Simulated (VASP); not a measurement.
Set up this calculation in VASP 6.6.1, as the native input.

```yaml
Task: single point
Functional: PBE
Potentials_or_basis: VASP PAW PBE potentials, release 64 (H, Pb_d, N, O)
Cutoff: 520 eV
k_mesh: 5 × 6 × 4
Occupations: fermi-dirac, width 0.05 eV
Spin: no spin polarisation
Further_INCAR_settings: ALGO = Normal; EDIFF = 1e-07; NBANDS = 57
```

The structure of HPbNO4 lies in POSCAR:

```
HPbNO4
1.0
    6.8587600000      0.0000000000     -0.0149100000
    0.0000000000      4.2286500000      0.0000000000
   -3.3751900000      0.0000000000      7.2819400000
H Pb N O
2 2 2 8
Direct
    0.2188200000      0.7408940000      0.5112560000
    0.7731060000      0.2406080000      0.4957240000
    0.3092700000      0.2551920000      0.2852220000
    0.6983680000      0.7426560000      0.7124140000
    0.2070360000      0.7371490000      0.8353340000
    0.7869690000      0.2599090000      0.1639580000
    0.3219810000      0.7460590000      0.4514940000
    0.4051230000      0.7534600000      0.8645780000
    0.1517910000      0.7546150000      0.9660140000
    0.0683560000      0.7542860000      0.6727030000
    0.6557750000      0.2421270000      0.5447290000
    0.5896180000      0.2517330000      0.1276600000
    0.8442530000      0.2654020000      0.0351970000
    0.9251230000      0.2493310000      0.3254930000
```

The cell was built by a generator and needn't be a form met in nature.

The cell isn't the ideal one: atoms moved at random, drawn with an rms of 0.05 Å.

These files were run (other wordings do the same):

INCAR

```
ALGO = Normal
EDIFF = 1E-7
ENCUT = 520
GGA = PE
ISIF = 2
ISMEAR = -1
KPAR = 4
LASPH = True
LCHARG = True
LREAL = False
LVHAR = True
LWAVE = False
NBANDS = 57
NELM = 100
PREC = Accurate
SIGMA = 0.05
```

KPOINTS

```
k-points
0
Gamma
  5 6 4
```

Potentials or basis: VASP PAW PBE potentials, release 64 (H, Pb_d, N, O).

Command:

```console
$ cat potpaw_PBE.64/H/POTCAR potpaw_PBE.64/Pb_d/POTCAR potpaw_PBE.64/N/POTCAR potpaw_PBE.64/O/POTCAR > POTCAR
$ mpirun -np 4 vasp_std > vasp.out
```

It gave:

```
Pressure               : 1.2 GPa
Largest force          : 3.146 eV/Å
Band gap on the k mesh : 2.95 eV, indirect (least direct gap 3.08 eV)
```

Caveat: the standard files for N, O and F lose accuracy on very short bonds; spin-orbit coupling is left out, which as a rule narrows the gap of such compounds by several tenths of an eV; an odd mesh through Γ misses points on the zone boundary, where band edges often lie.

Run time: 2.4 min on 4 MPI ranks on Intel(R) Xeon(R) 6975P-C (Granite Rapids), on a shared host, peak memory 0.71 GiB a rank.
